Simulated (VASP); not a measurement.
An input for Ansatz (written as the equivalent of a VASP run, and not itself run):

Ansatz 0.2 input:
```yaml
crystal:
  lattice:
    - [4.7200633, 0.0000000, 0.0000000]
    - [0.0000000, 4.7200633, 0.0000000]
    - [0.0000000, 0.0000000, 3.1400928]
  atoms:
    - { symbol: Zn, position: [0.0000000, 0.0000000, 0.0000000] }
    - { symbol: Zn, position: [0.5000000, 0.5000000, 0.5000000] }
    - { symbol: F, position: [0.3035870, 0.3035870, 0.0000000] }
    - { symbol: F, position: [0.8035870, 0.1964130, 0.5000000] }
    - { symbol: F, position: [0.1964130, 0.8035870, 0.5000000] }
    - { symbol: F, position: [0.6964130, 0.6964130, 0.0000000] }
kpoints:
  mp_grid: { grid: [5, 5, 7] }
hamiltonian:
  xc: pbesol
  pseudopotentials: { kind: paw }
scf:
  occupations: { method: gaussian, width: 0.05 }
  max_iter: 100
relax:
  max_steps: 40
  f_tol: 0.02
  cell: { p_target: 5 }
output: { forces: true, stress: true, eigenvalues: true }
```

**Question.** Translate this input to VASP (INCAR, KPOINTS, POSCAR, choice of POTCAR).

**Answer.** One answer among several that fit: 
File POSCAR:
```
ZnF2
1
    4.7200633293     0.0000000000     0.0000000000
    0.0000000000     4.7200633293     0.0000000000
    0.0000000000     0.0000000000     3.1400927731
Zn F
2 4
Direct
  0.0000000000   0.0000000000   0.0000000000
  0.5000000000   0.5000000000   0.5000000000
  0.3035869626   0.3035869626   0.0000000000
  0.8035869626   0.1964130374   0.5000000000
  0.1964130374   0.8035869626   0.5000000000
  0.6964130374   0.6964130374   0.0000000000
```

### INCAR
```
! general
SYSTEM  = ZnF2
PREC    = Accurate
ENCUT   = 620
LREAL   = .FALSE.
LASPH   = .TRUE.

! electronic loop
EDIFF   = 1E-6
NELM    = 100
ALGO    = Normal
LMAXMIX = 4

! smearing
ISMEAR  = 0
SIGMA   = 0.05

! functional
GGA     = PS

! ions
IBRION  = 2
NSW     = 40
ISIF    = 3
EDIFFG  = -0.02
PSTRESS = 50

! output
LWAVE   = .FALSE.
LCHARG  = .FALSE.
```

File KPOINTS:
```
kpoints
0
Gamma
  5 5 7
```

POTCAR, in this order: Zn F (PBE.64 set). Program: vasp_std.

Limits of the translation: each code has its own PAW files, so the cut-off isn't converted (ENCUT is set for VASP's; basis.ecutwfc is left out, and Ansatz then takes the one that its files recommend); Ansatz stops its SCF on the density residual and VASP on the energy change (EDIFF).

The compound is ZnF2 in the rutile structure. This run relaxes it under an external pressure of 5 GPa. Symmetry was kept, so distortions that lower it aren't found.
